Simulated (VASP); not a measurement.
HgO (relaxed from the NiAs structure, space group P6_3/mmc): computed properties

The numbers are results of LDA (Ceperley-Alder, Perdew-Zunger), VASP's LDA PAW potentials (set 64) (plane waves; VASP 6.6.1), not measurements.

```
Property                                                                                  Value
----------------------------------  -----------------------------------------------------------
space group                                                                      P6_3/mmc (194)
cell                                a = b = 3.3370 Å, c = 5.8338 Å, α = β = 90.00°, γ = 120.00°
volume per atom                                                                   14.06 Å³/atom
band gap (over mesh and band path)                     none (metal, semimetal or under 0.01 eV)
band gap with spin-orbit coupling                                               none (metallic)
density                                                                             12.79 g/cm³
```

```yaml
crystal:
  lattice:
    - [3.33696, 0.00000, 0.00000]
    - [-1.66848, 2.88989, 0.00000]
    - [0.00000, 0.00000, 5.83381]
  atoms:
    - { symbol: Hg, position: [0.00000, 0.00000, 0.00000] }
    - { symbol: Hg, position: [0.00000, 0.00000, 0.50000] }
    - { symbol: O, position: [0.33333, 0.66667, 0.25000] }
    - { symbol: O, position: [0.66667, 0.33333, 0.75000] }
```

Unless said otherwise, spin-orbit coupling is left out, though it shifts the bands of the heavy elements here.

The structure was generated: HgO was put into the NiAs type (P6_3/mmc), which need not be its known phase. It was relaxed first, which changed the volume by +19 %. Symmetry was kept, so distortions that lower it aren't found.
